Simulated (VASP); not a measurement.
Output of a VASP run:

OSZICAR:
```
       N       E                     dE             d eps       ncg     rms          rms(c)
DAV:   1     0.424199608903E+02    0.42420E+02   -0.81469E+03  2304   0.127E+03
DAV:   2    -0.193998863682E+02   -0.61820E+02   -0.58613E+02  2980   0.255E+02
DAV:   3    -0.217901578973E+02   -0.23903E+01   -0.23244E+01  2951   0.427E+01
DAV:   4    -0.218141738842E+02   -0.24016E-01   -0.23902E-01  2747   0.407E+00
DAV:   5    -0.218146607113E+02   -0.48683E-03   -0.48577E-03  3050   0.405E-01    0.465E+01
DAV:   6    -0.188642103779E+02    0.29505E+01   -0.16376E+01  2678   0.282E+01    0.395E+01
DAV:   7    -0.187895145078E+02    0.74696E-01   -0.76184E-01  2576   0.778E+00    0.261E+01
DAV:   8    -0.187766410039E+02    0.12874E-01   -0.17395E-01  2696   0.383E+00    0.666E+00
DAV:   9    -0.187630867080E+02    0.13554E-01   -0.77449E-02  2715   0.192E+00    0.153E+00
DAV:  10    -0.187626463808E+02    0.44033E-03   -0.24076E-03  2706   0.457E-01    0.417E-01
DAV:  11    -0.187626432464E+02    0.31344E-05   -0.35121E-04  2854   0.157E-01    0.501E-02
DAV:  12    -0.187626401028E+02    0.31436E-05   -0.18332E-05  2796   0.408E-02    0.464E-02
DAV:  13    -0.187626398507E+02    0.25206E-06   -0.88907E-07  2774   0.101E-02    0.199E-03
DAV:  14    -0.187626398382E+02    0.12524E-07   -0.47824E-08  1474   0.176E-03
   1 F= -.18762640E+02 E0= -.18762437E+02  d E =-.608067E-03
```

OUTCAR:
```
------------------------ aborting loop because EDIFF is reached ----------------------------------------
  FORCE on cell =-STRESS in cart. coord.  units (eV):
  Direction    XX          YY          ZZ          XY          YZ          ZX
  --------------------------------------------------------------------------------------
  Total       -1.1485888     -1.1485888     -1.1485888      0.0000000      0.0000000      0.0000000
  in kB      -77.6038753    -77.6038753    -77.6038753      0.0000000      0.0000000      0.0000000
  external PRESSURE =     -77.6038753 kB  Pullay stress =       0.0000000 kB
  volume of cell :       23.71
      direct lattice vectors                 reciprocal lattice vectors
     0.000000000  2.280275137  2.280275137    -0.219271785  0.219271785  0.219271785
     2.280275137  0.000000000  2.280275137     0.219271785 -0.219271785  0.219271785
     2.280275137  2.280275137  0.000000000     0.219271785  0.219271785 -0.219271785
 POSITION                                       TOTAL-FORCE (eV/Angst)
 -----------------------------------------------------------------------------------
      0.00000      0.00000      0.00000         0.000000      0.000000      0.000000
      2.28028      2.28028      2.28028         0.000000     -0.000000      0.000000
 -----------------------------------------------------------------------------------
    total drift:                                0.000000     -0.000000     -0.000000
  FREE ENERGIE OF THE ION-ELECTRON SYSTEM (eV)
  ---------------------------------------------------
  free  energy   TOTEN  =       -18.7626398382 eV

  energy  without entropy=      -18.7620317716  energy(sigma->0) =      -18.76243715
```
(Selected blocks of OUTCAR.)

### POSCAR
```
HfN
1
    0.0000000000     2.2802751370     2.2802751370
    2.2802751370     0.0000000000     2.2802751370
    2.2802751370     2.2802751370     0.0000000000
Hf N
1 1
Direct
  0.0000000000   0.0000000000   0.0000000000
  0.5000000000   0.5000000000   0.5000000000
```

Question: Reconstruct the remaining input files.

Answer: This is not unique; one that fits is the input of the run itself, rev-vdW-DF2, plane waves, VASP's PBE PAW potentials (set 64).

**KPOINTS**
```
Automatic mesh
0
Gamma
14 14 14
0 0 0
```

INCAR:
```
AGGAC = 0.0
ALGO = Normal
EDIFF = 1E-7
ENCUT = 520
GGA = MK
ISIF = 2
ISMEAR = 1
LASPH = .True.
LCHARG = .False.
LMAXMIX = 6
LREAL = .False.
LUSE_VDW = .True.
LWAVE = .False.
NELM = 100
PARAM1 = 0.1234568
PARAM2 = 0.7114
PREC = Accurate
SIGMA = 0.1
SYSTEM = HfN
ZAB_VDW = -1.8867
```

POTCAR, in this order: Hf_pv N (PBE.64 set). Program: vasp_std.

The compound is HfN in the rock salt structure. This cell is one point of a volume scan, at 1.03 of the reference volume. The electron count is odd and the run is not spin-polarised, which forces a metal.
